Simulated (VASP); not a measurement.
Output of a VASP run:

**OUTCAR**
```
 ion  position               nearest neighbor table
   1  0.000  0.000  0.413-   2 1.42   2 1.42   2 1.42
   2  0.667  0.333  0.413-   1 1.42   1 1.42   1 1.42
   3  0.000  0.000  0.587-   4 1.42   4 1.42   4 1.42
   4  0.333  0.667  0.587-   3 1.42   3 1.42   3 1.42
  LATTYP: Found a hexagonal cell.
 ALAT       =     2.4653306075
 C/A-ratio  =     7.7878118892
 Subroutine PRICEL returns:
 Original cell was already a primitive cell.
 Subroutine GETGRP returns: Found 12 space group operations
The static configuration has the point symmetry D_3d.
The dynamic configuration has the point symmetry D_3d.
 Subroutine INISYM returns: Found 12 space group operations
 Subroutine IBZKPT returns following result:
 Found     61 irreducible k-points:

 Following reciprocal coordinates:
            Coordinates               Weight
  0.000000  0.000000  0.000000      1.000000
  0.041667  0.000000  0.000000      6.000000
  0.083333  0.000000  0.000000      6.000000
  0.125000  0.000000  0.000000      6.000000
  0.166667  0.000000  0.000000      6.000000
  0.208333  0.000000  0.000000      6.000000
  0.250000  0.000000  0.000000      6.000000
  0.291667  0.000000  0.000000      6.000000
  0.333333  0.000000  0.000000      6.000000
  0.375000  0.000000  0.000000      6.000000
  0.416667  0.000000  0.000000      6.000000
  0.458333  0.000000  0.000000      6.000000
  0.500000  0.000000  0.000000      3.000000
  0.041667  0.041667  0.000000      6.000000
  0.083333  0.041667  0.000000     12.000000
  0.125000  0.041667  0.000000     12.000000
  0.166667  0.041667  0.000000     12.000000
  0.208333  0.041667  0.000000     12.000000
  0.250000  0.041667  0.000000     12.000000
  0.291667  0.041667  0.000000     12.000000
  0.333333  0.041667  0.000000     12.000000
  0.375000  0.041667  0.000000     12.000000
  0.416667  0.041667  0.000000     12.000000
  0.458333  0.041667  0.000000     12.000000
  0.083333  0.083333  0.000000      6.000000
  0.125000  0.083333  0.000000     12.000000
  0.166667  0.083333  0.000000     12.000000
  0.208333  0.083333  0.000000     12.000000
  0.250000  0.083333  0.000000     12.000000
  0.291667  0.083333  0.000000     12.000000
  0.333333  0.083333  0.000000     12.000000
  0.375000  0.083333  0.000000     12.000000
  0.416667  0.083333  0.000000     12.000000
  0.458333  0.083333  0.000000      6.000000
  0.125000  0.125000  0.000000      6.000000
  0.166667  0.125000  0.000000     12.000000
  0.208333  0.125000  0.000000     12.000000
  0.250000  0.125000  0.000000     12.000000
  0.291667  0.125000  0.000000     12.000000
  0.333333  0.125000  0.000000     12.000000
   k-points           NKPTS =     61   k-points in BZ     NKDIM =     61   number of bands    NBANDS=     12
   number of dos      NEDOS =    301   number of ions     NIONS =      4
   total plane-waves  NPLWV =  21168
   dimension x,y,z NGX =    14 NGY =   14 NGZ =  108
   dimension x,y,z NGXF=    28 NGYF=   28 NGZF=  216
   ions per type =               4
   PREC   = normal    normal or accurate (medium, high low for compatibility)
   ISTART =      1    job   : 0-new  1-cont  2-samecut
   ICHARG =      0    charge: 1-file 2-atom 10-const
   ISPIN  =      1    spin polarized calculation?
   LNONCOLLINEAR =      F non collinear calculations
   LSORBIT =      F    spin-orbit coupling
   INIWAV =      1    electr: 0-lowe 1-rand  2-diag
   ENCUT  =  500.0 eV  36.75 Ry    6.06 a.u.   4.49  4.49 35.01*2*pi/ulx,y,z
   NELM   =    100;   NELMIN=  4; NELMDL=  0     # of ELM steps
   EDIFF  = 0.1E-05   stopping-criterion for ELM
   LREAL  =      F    real-space projection
   NLSPLINE    = F    spline interpolate recip. space projectors
   LMAXMIX     =    2 max onsite mixed and CHGCAR
   VOSKOWN=      0    Vosko Wilk Nusair interpolation
   EDIFFG = 0.1E-04   stopping-criterion for IOM
...
```

### OSZICAR
```
       N       E                     dE             d eps       ncg     rms          rms(c)
DAV:   1    -0.319661334867E+02   -0.31966E+02   -0.19666E-06  1760   0.167E-02    0.440E-04
DAV:   2    -0.319661344508E+02   -0.96411E-06   -0.10113E-06  1340   0.124E-02    0.194E-04
DAV:   3    -0.319661340136E+02    0.43719E-06   -0.40926E-07  1064   0.708E-03    0.134E-04
DAV:   4    -0.319661336067E+02    0.40688E-06   -0.64895E-07  1168   0.983E-03
   1 F= -.31966134E+02 E0= -.31966068E+02  d E =-.195885E-03
```

### OUTCAR
```
------------------------ aborting loop because EDIFF is reached ----------------------------------------
  FORCE on cell =-STRESS in cart. coord.  units (eV):
  Direction    XX          YY          ZZ          XY          YZ          ZX
  --------------------------------------------------------------------------------------
  Total        0.0528351      0.0528351      0.0345915     -0.0000000      0.0000000      0.0000000
  in kB        0.8376487      0.8376484      0.5484139     -0.0000000      0.0000000      0.0000000
  external PRESSURE =       0.7412370 kB  Pullay stress =       0.0000000 kB
  volume of cell :      101.06
      direct lattice vectors                 reciprocal lattice vectors
     2.465330607  0.000000000  0.000000000     0.405625110  0.234187821  0.000000000
    -1.232665304  2.135038438  0.000000000     0.000000000  0.468375642  0.000000000
     0.000000000  0.000000000 19.199531016     0.000000000  0.000000000  0.052084606
 POSITION                                       TOTAL-FORCE (eV/Angst)
 -----------------------------------------------------------------------------------
      0.00000      0.00000      7.93574        -0.000000      0.000000      0.006046
      1.23267      0.71168      7.93574        -0.000000      0.000000     -0.014998
      0.00000      0.00000     11.26379         0.000000      0.000000     -0.006046
     -0.00000      1.42336     11.26379         0.000000     -0.000000      0.014998
 -----------------------------------------------------------------------------------
    total drift:                               -0.000000      0.000000      0.000000
  FREE ENERGIE OF THE ION-ELECTRON SYSTEM (eV)
  ---------------------------------------------------
  free  energy   TOTEN  =       -31.9661336067 eV

  energy  without entropy=      -31.9659377213  energy(sigma->0) =      -31.96606831

 total charge

# of ion       s       p       d       tot
------------------------------------------
    1        0.860   1.793   0.000   2.652
    2        0.859   1.795   0.000   2.654
    3        0.860   1.793   0.000   2.652
    4        0.859   1.795   0.000   2.654
--------------------------------------------------
tot          3.437   7.175   0.000  10.612
```
(Selected blocks of OUTCAR.)

File POSCAR:
```
C bilayer
1
    2.4653306075     0.0000000000     0.0000000000
   -1.2326653038     2.1350384383     0.0000000000
    0.0000000000     0.0000000000    19.1995310158
C
4
Direct
  0.0000000000   0.0000000000   0.4133300000
  0.6666670000   0.3333330000   0.4133300000
  0.0000000000   0.0000000000   0.5866700000
  0.3333330000   0.6666670000   0.5866700000
```

Question: Reconstruct the remaining input files.

Answer: Several could match; the one computed here: the input of the run itself, optB88-vdW, plane waves, VASP's PBE PAW potentials (set 64).

INCAR:
```
SYSTEM = C bilayer
PREC = Normal
ENCUT = 500
EDIFF = 1E-6
NELM = 100
ALGO = Normal
LREAL = .FALSE.
LASPH = .TRUE.
ISMEAR = 1
SIGMA = 0.1
GGA = BO
PARAM1 = 0.1833333333
PARAM2 = 0.22
LUSE_VDW = .TRUE.
AGGAC = 0.0
LWAVE = .FALSE.
LCHARG = .FALSE.
NELMIN = 4
LVHAR = .TRUE.
LORBIT = 11
```

### KPOINTS
```
K-points
0
Gamma
24 24 1
```

POTCAR, in this order: C (PBE.64 set). Program: vasp_std. Read from the step before: WAVECAR.

The cell is a sheet with vacuum, built from C (graphite).
